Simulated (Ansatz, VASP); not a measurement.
# Cross-check of CrSO (2H-CrOS monolayer) between VASP and Ansatz, part 2 of 2

One calculation is typed for both programs; each brings its own data sets. How far apart do they land? The structure shown is the start of the Ansatz relaxation below; VASP solves that cell, so the two are compared at the walk's first step.

VASP 6.6.1 and Ansatz 0.2.0.

So far: The starting structure; Ansatz: relaxation, PBE with D3(BJ).

### Step 3. VASP: single point, PBE with D3(BJ), start cell

Level of this step: PBE with D3(BJ), no spin polarisation; plane waves and PAW (S, Cr_pv, O) (VASP).

The same cell, functional, mesh and smearing now go to VASP, with its own data sets.

Lines of VASP's logs that name or quote its potential files are left out, and so is its time.

The input, INCAR:

```
SYSTEM = CrSO
PREC = Accurate
ENCUT = 520
EDIFF = 1E-06
NELM = 120
ISMEAR = -1
SIGMA = 0.05
LREAL = .FALSE.
ALGO = Normal
GGA = PE
IVDW = 12
NBANDS = 18
LASPH = .TRUE.
LORBIT = 11
LWAVE = .FALSE.
LCHARG = .FALSE.
ISIF = 2
LDIPOL = .TRUE.
IDIPOL = 3
DIPOL = 0.5 0.5 0.503
LVHAR = .TRUE.
GGA_COMPAT = .FALSE.
EFERMI = MIDGAP
NELMDL = -8
```

The input, POSCAR:

```
CrSO
1.0
    2.8417820000      0.0000000000      0.0000000000
   -1.4208910000      2.4610550000      0.0000000000
    0.0000000000      0.0000000000     36.3599460000
S Cr O
1 1 1
Direct
    0.3333334688      0.6666669376      0.4634220304
    0.0000000000      0.0000000000      0.5085729775
    0.3333334688      0.6666669376      0.5365779696
```

The input, KPOINTS:

```
Automatic mesh
0
Gamma
12 12 1
0 0 0
```

The projector-augmented-wave data sets are S, Cr_pv and O (PBE family, release 64).

Run with:

```console
mpirun -np 1 vasp_std
```

Numbers of over 12 decimals in the logs are rounded to 6 here.

The program printed:

```text
[banner, memory and clock lines left out]
running    1 mpi-ranks, on    1 nodes
 distrk:  each k-point on    1 cores,    1 groups
 distr:  one band on    1 cores,    1 groups

 POSCAR found type information on POSCAR S CrO
 POSCAR found :  3 types and       3 ions
 LDA part: xc-table for (Slater+PW92), standard interpolation
 POSCAR, INCAR and KPOINTS ok, starting setup
 FFT: planning ... GRIDC
 FFT: planning ... GRID_SOFT
 FFT: planning ... GRID
 WAVECAR not read
 entering main loop
       N       E                     dE             d eps       ncg     rms          rms(c)
DAV:   1     0.188060332119E+03    0.18806E+03   -0.11452E+04   876   0.100E+03
DAV:   2    -0.597194903642E+01   -0.19403E+03   -0.18735E+03   986   0.259E+02
DAV:   3    -0.270391444721E+02   -0.21067E+02   -0.20910E+02   848   0.879E+01
DAV:   4    -0.274704360976E+02   -0.43129E+00   -0.43083E+00   850   0.138E+01
DAV:   5    -0.274800047795E+02   -0.95687E-02   -0.95680E-02   982   0.187E+00
DAV:   6    -0.274801502277E+02   -0.14545E-03   -0.14545E-03   920   0.193E-01
DAV:   7    -0.274801552248E+02   -0.49972E-05   -0.49971E-05  1026   0.247E-02
DAV:   8    -0.274801552482E+02   -0.23374E-07   -0.23479E-07   634   0.242E-03    0.248E+01
DAV:   9    -0.331418973362E+02   -0.56617E+01   -0.14031E+02   878   0.919E+01    0.382E+01
DAV:  10    -0.228846825193E+02    0.10257E+02   -0.12685E+02   810   0.994E+01    0.106E+01
DAV:  11    -0.219117684489E+02    0.97291E+00   -0.84106E+00   762   0.222E+01    0.393E+00
DAV:  12    -0.218497066408E+02    0.62062E-01   -0.11277E+00   852   0.721E+00    0.269E+00
DAV:  13    -0.218047162227E+02    0.44990E-01   -0.75455E-01   856   0.570E+00    0.137E+00
DAV:  14    -0.217878411314E+02    0.16875E-01   -0.15857E-01   820   0.264E+00    0.330E-01
[...]
DAV:  23    -0.217879091265E+02   -0.30900E-04   -0.22388E-06   682   0.754E-03    0.413E-03
DAV:  24    -0.217879451817E+02   -0.36055E-04   -0.10471E-06   636   0.549E-03    0.201E-03
DAV:  25    -0.217879650912E+02   -0.19909E-04   -0.73013E-07   580   0.657E-03    0.225E-03
DAV:  26    -0.217879755203E+02   -0.10429E-04   -0.71031E-07   510   0.716E-03    0.145E-03
DAV:  27    -0.217879796917E+02   -0.41714E-05   -0.16232E-07   438   0.316E-03    0.582E-04
DAV:  28    -0.217879818046E+02   -0.21129E-05   -0.51294E-08   416   0.144E-03    0.535E-04
DAV:  29    -0.217879829315E+02   -0.11269E-05   -0.25521E-08   418   0.712E-04    0.205E-04
DAV:  30    -0.217879837030E+02   -0.77144E-06   -0.22889E-08   420   0.654E-04
   1 F= -.22381768E+02 E0= -.22377864E+02  d E =-.780778E-02
```

Parts of OUTCAR (step 3):

```text
ion  position               nearest neighbor table
   1  0.333  0.667  0.463-   2 2.32   2 2.32   2 2.32
   2  0.000  0.000  0.509-   3 1.93   3 1.93   3 1.93   1 2.32   1 2.32   1 2.32
   3  0.333  0.667  0.537-   2 1.93   2 1.93   2 1.93

  LATTYP: Found a hexagonal cell.
 ALAT       =     2.8417820000
 C/A-ratio  =    12.7947696199

 Subroutine GETGRP returns: Found  6 space group operations
 (whereof  6 operations were pure point group operations)

The static configuration has the point symmetry C_3v.

 Found     19 irreducible k-points:

   k-points           NKPTS =     19   k-points in BZ     NKDIM =     19   number of bands    NBANDS=     18

   dimension x,y,z NGX =    24 NGY =   24 NGZ =  270
   dimension x,y,z NGXF=    48 NGYF=   48 NGZF=  540

   ENCUT  =  520.0 eV  38.22 Ry    6.18 a.u.   5.28  5.28 67.61*2*pi/ulx,y,z

   NELECT =      24.0000    total number of electrons

 k-points in reciprocal lattice and weights: Automatic mesh
   0.00000000  0.00000000  0.00000000       0.007
   0.08333333  0.00000000  0.00000000       0.042
   0.16666667  0.00000000  0.00000000       0.042
   0.25000000  0.00000000  0.00000000       0.042
   0.33333333  0.00000000  0.00000000       0.042
   0.41666667  0.00000000  0.00000000       0.042
   0.50000000  0.00000000  0.00000000       0.021
   0.08333333  0.08333333  0.00000000       0.042
   0.16666667  0.08333333  0.00000000       0.083
[...]
0.33333333  0.25000000  0.00000000       0.083
   0.33333333  0.33333333  0.00000000       0.014

 dipolmoment           0.000000      0.000000      0.087339 electrons x Angstroem

 average (electrostatic) potential at core
       1 -96.4444       2 -81.5832       3 -79.9168

 E-fermi :  -3.6930

 k-point     1 :       0.0000    0.0000    0.0000
  band No.  band energies     occupation
    ...
      7      -8.3996      2.00000
      8      -8.3996      2.00000
      9      -7.5365      2.00000
     10      -5.3749      2.00000
     11      -5.3749      2.00000
     12      -3.6274      0.42453
     13      -2.1391      0.00000
     14      -2.1391      0.00000
     15      -1.3797      0.00000
     16      -1.3797      0.00000
    ...

 k-point     2 :       0.0833    0.0000    0.0000
  band No.  band energies     occupation
    ...
      8      -8.3648      2.00000
      9      -7.4079      2.00000
     10      -5.5928      2.00000
     11      -5.4613      2.00000
     12      -3.7344      1.39153
     13      -2.2268      0.00000
     14      -2.1093      0.00000
     15      -1.8122      0.00000
     16      -1.4732      0.00000
     17       0.3167      0.00000
    ...

 k-point     3 :       0.1667    0.0000    0.0000
  band No.  band energies     occupation
    ...
      8      -8.2883      2.00000
      9      -7.2048      2.00000
     10      -6.3020      2.00000
     11      -5.6381      2.00000
     12      -4.0942      1.99934
     13      -2.7537      0.00000
     14      -2.2210      0.00000
     15      -2.0825      0.00000
     16      -1.5282      0.00000
     17       0.8210      0.00000
    ...

 Edisp (eV)   -0.59378

  Total      -0.94456    -0.94456    -1.48484    -0.00000    -0.00000     0.00000
  in kB      -5.95123    -5.95123    -9.35527    -0.00000    -0.00000     0.00000
  external pressure =       -7.09 kB  Pullay stress =        0.00 kB

  energy-cutoff  :      520.00
  volume of cell :      254.29
      direct lattice vectors                 reciprocal lattice vectors
     2.841782000  0.000000000  0.000000000     0.351891876  0.203164903  0.000000000
    -1.420891000  2.461055000  0.000000000     0.000000000  0.406329806  0.000000000
     0.000000000  0.000000000 36.359946000     0.000000000  0.000000000  0.027502791

 POSITION                                       TOTAL-FORCE (eV/Angst)
 -----------------------------------------------------------------------------------
      0.00000      1.64070     16.85000        -0.000000      0.000000      1.145072
      0.00000      0.00000     18.49169         0.000000      0.000000     -1.567714
      0.00000      1.64070     19.50995        -0.000000     -0.000000      0.422642
 -----------------------------------------------------------------------------------
    total drift:                               -0.000000     -0.001061     -0.001896

  FREE ENERGIE OF THE ION-ELECTRON SYSTEM (eV)
  ---------------------------------------------------
  free  energy   TOTEN  =       -22.3817680923 eV

  energy  without entropy=      -22.3739603086  energy(sigma->0) =      -22.37786420

 vacuum level on the upper side and lower side of the slab         3.009         0.750

 total charge
# of ion       s       p       d       tot
------------------------------------------
    1        1.384   2.288   0.000   3.672
    2        0.330   6.402   4.228  10.960
    3        1.585   3.370   0.000   4.955
--------------------------------------------------
tot          3.299  12.060   4.228  19.586

[... 3 further parts left out ...]
```

This run has no spin polarisation, so a moment on Cr, if there is one, isn't seen.

### Step 4. Differences

Known differences besides the potentials themselves: Ansatz cuts the interaction across the vacuum, VASP repeats the sheet with a dipole correction; the data sets hold 26 valence electrons in Ansatz (on its default PAW (the set named soft_2) files) and 24 in VASP; the cutoff is 420 eV in Ansatz and 520 eV in VASP. Total energies have different zeros and are not compared.

Forces (eV/Å; atoms numbered as in POSCAR):

```tsv
atom	Ansatz x, y, z	VASP x, y, z
S1	0.000, 0.000, 1.147	0.000, 0.000, 1.145
Cr2	0.000, 0.000, -1.516	0.000, 0.000, -1.568
O3	0.000, 0.000, 0.369	0.000, 0.000, 0.423
```

The forces differ by 25 meV/Å r.m.s., which is 3.7 % of the r.m.s. force of 0.662 eV/Å (both taken over all components). With vacuum in the cell, a pressure given here is an average over mostly empty space and none of the material.

### Step 5. Summary of results

* r.m.s. force difference (single point, PBE with D3(BJ), start cell): 3.7 % of the r.m.s. force

In words: The r.m.s. force difference is 3.7 % of the r.m.s. force (single point, PBE with D3(BJ), start cell), beyond the 3 % picked in this series as the mark of a large difference. The data sets hold unlike numbers of valence electrons (26 in Ansatz and 24 in VASP), so part of the differences comes from the potentials. What causes the difference of the single point, PBE with D3(BJ), start cell pair stays open here. 1 further run of this series is not shown here. How closely two codes agree says nothing of how well the functional describes the real material.

[Lines on the potential files, build, host, timing and source positions are cut from VASP's logs without a mark.]

[Logs are printed without paths, hosts, clocks, repeated set-up lines and the standing remarks that a program may print on its own settings, such as how far it seeks lower states.]

[Hosts, paths, dates, database ids (printed as entryN), source tags and the programs' standing remarks are cut or masked in the printed files.]
